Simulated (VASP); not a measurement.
These are PBE GGA, VASP's PBE PAW potentials (set 64) (plane waves; VASP) values and carry that method's errors.

VASP input:

### INCAR
```
# general
SYSTEM  = PtS2
PREC    = Accurate
ENCUT   = 480
LREAL   = .FALSE.
LASPH   = .TRUE.

# electronic loop
EDIFF   = 1E-6
NELM    = 100
ALGO    = Normal
LMAXMIX = 6

# smearing
ISMEAR  = 0
SIGMA   = 0.05

# functional
GGA     = PE

# ions
IBRION  = 2
NSW     = 60
ISIF    = 3
EDIFFG  = -0.02

# output
LWAVE   = .FALSE.
LCHARG  = .FALSE.
```

**POSCAR**
```
PtS2
1
    3.5752522088     0.0000000000     0.0000000000
   -1.7876261044     3.0962592466     0.0000000000
    0.0000000000    -0.0000000000     6.3817976504
Pt S
1 2
Direct
  0.0000000000   0.0000000000   0.0000000000
  0.6666670000   0.3333330000   0.8080850552
  0.3333330000   0.6666670000   0.1919149448
```

### KPOINTS
```
Automatic mesh
0
gamma
7 7 3
0 0 0
```

POTCAR, in this order: Pt S (PBE.64 set). Program: vasp_std.

What VASP printed:

### OUTCAR
```
 ion  position               nearest neighbor table
   1  0.000  0.000  0.000-   2 2.40   3 2.40   2 2.40   3 2.40   2 2.40   3 2.40
   2  0.667  0.333  0.808-   1 2.40   1 2.40   1 2.40
   3  0.333  0.667  0.192-   1 2.40   1 2.40   1 2.40
  LATTYP: Found a hexagonal cell.
 ALAT       =     3.5752522088
 C/A-ratio  =     1.7849922964
 Subroutine PRICEL returns:
 Original cell was already a primitive cell.
 Subroutine GETGRP returns: Found 12 space group operations
The static configuration has the point symmetry D_3d.
The dynamic configuration has the point symmetry D_3d.
 Subroutine INISYM returns: Found 12 space group operations
 Subroutine IBZKPT returns following result:
 Found     20 irreducible k-points:

 Following reciprocal coordinates:
            Coordinates               Weight
  0.000000  0.000000  0.000000      1.000000
  0.142857  0.000000  0.000000      6.000000
  0.285714  0.000000  0.000000      6.000000
  0.428571 -0.000000  0.000000      6.000000
  0.142857  0.142857  0.000000      6.000000
  0.285714  0.142857  0.000000     12.000000
  0.428571  0.142857  0.000000      6.000000
  0.285714  0.285714  0.000000      6.000000
  0.000000  0.000000  0.333333      2.000000
  0.142857  0.000000  0.333333      6.000000
  0.000000  0.142857  0.333333      6.000000
  0.285714  0.000000  0.333333      6.000000
  0.000000  0.285714  0.333333      6.000000
  0.428571 -0.000000  0.333333      6.000000
  0.000000  0.428571  0.333333      6.000000
  0.142857  0.142857  0.333333     12.000000
  0.285714  0.142857  0.333333     12.000000
 -0.142857  0.428571  0.333333     12.000000
  0.428571  0.142857  0.333333     12.000000
  0.285714  0.285714  0.333333     12.000000
   k-points           NKPTS =     20   k-points in BZ     NKDIM =     20   number of bands    NBANDS=     15
   number of dos      NEDOS =    301   number of ions     NIONS =      3
...
```

File OSZICAR:
```
       N       E                     dE             d eps       ncg     rms          rms(c)
DAV:   1     0.117589048430E+03    0.11759E+03   -0.95971E+03   608   0.118E+03
DAV:   2    -0.108122622439E+02   -0.12840E+03   -0.12549E+03   775   0.239E+02
DAV:   3    -0.167595909643E+02   -0.59473E+01   -0.59042E+01   775   0.564E+01
DAV:   4    -0.168440138320E+02   -0.84423E-01   -0.84401E-01   755   0.714E+00
DAV:   5    -0.168461346737E+02   -0.21208E-02   -0.21208E-02   796   0.109E+00    0.175E+01
DAV:   6    -0.157261121366E+02    0.11200E+01   -0.79824E+00   635   0.291E+01    0.115E+01
DAV:   7    -0.154887332262E+02    0.23738E+00   -0.14312E+00   635   0.133E+01    0.551E+00
DAV:   8    -0.154720744853E+02    0.16659E-01   -0.10160E-01   768   0.232E+00    0.119E+00
DAV:   9    -0.154663669629E+02    0.57075E-02   -0.16513E-02   712   0.146E+00    0.269E-01
DAV:  10    -0.154666656798E+02   -0.29872E-03   -0.26509E-03   782   0.368E-01    0.857E-02
DAV:  11    -0.154667048825E+02   -0.39203E-04   -0.75734E-05   791   0.837E-02    0.457E-02
DAV:  12    -0.154667092857E+02   -0.44032E-05   -0.15443E-05   719   0.365E-02    0.136E-02
DAV:  13    -0.154667103347E+02   -0.10490E-05   -0.27127E-06   739   0.131E-02    0.451E-03
DAV:  14    -0.154667106572E+02   -0.32252E-06   -0.33218E-07   510   0.482E-03
   1 F= -.15466711E+02 E0= -.15466711E+02  d E =-.154667E+02
```

**OUTCAR**
```
------------------------ aborting loop because EDIFF is reached ----------------------------------------
  FORCE on cell =-STRESS in cart. coord.  units (eV):
  Direction    XX          YY          ZZ          XY          YZ          ZX
  --------------------------------------------------------------------------------------
  Total       -0.0599472     -0.0599472      0.0069747      0.0000000      0.0000000      0.0000000
  in kB       -1.3595420     -1.3595420      0.1581789      0.0000000      0.0000000      0.0000000
  external PRESSURE =      -0.8536351 kB  Pullay stress =       0.0000000 kB
  volume of cell :       70.65
      direct lattice vectors                 reciprocal lattice vectors
     3.575252209  0.000000000  0.000000000     0.279700547  0.161485186  0.000000000
    -1.787626104  3.096259247  0.000000000     0.000000000  0.322970372  0.000000000
     0.000000000  0.000000000  6.381797650     0.000000000  0.000000000  0.156695661
 POSITION                                       TOTAL-FORCE (eV/Angst)
 -----------------------------------------------------------------------------------
      0.00000      0.00000      0.00000         0.000000      0.000000     -0.000000
      1.78763      1.03209      5.15704        -0.000000      0.000000     -0.004930
     -0.00000      2.06417      1.22476         0.000000     -0.000000      0.004930
 -----------------------------------------------------------------------------------
    total drift:                                0.000000     -0.000000      0.000000
  FREE ENERGIE OF THE ION-ELECTRON SYSTEM (eV)
  ---------------------------------------------------
  free  energy   TOTEN  =       -15.4667106572 eV

  energy  without entropy=      -15.4667106572  energy(sigma->0) =      -15.46671066

 reached required accuracy - stopping structural energy minimisation
```
(Selected blocks of OUTCAR.)

Without a dispersion term in the relaxation, distances and binding between the weakly bound layers, chains or molecules are unreliable, and so is what depends on them.

The structure comes from a computed database's PtS2 entry (P-3m1); how it stands against other phases isn't given here. It was relaxed first, which changed the volume by +16 %. The start is the result of an earlier pass.
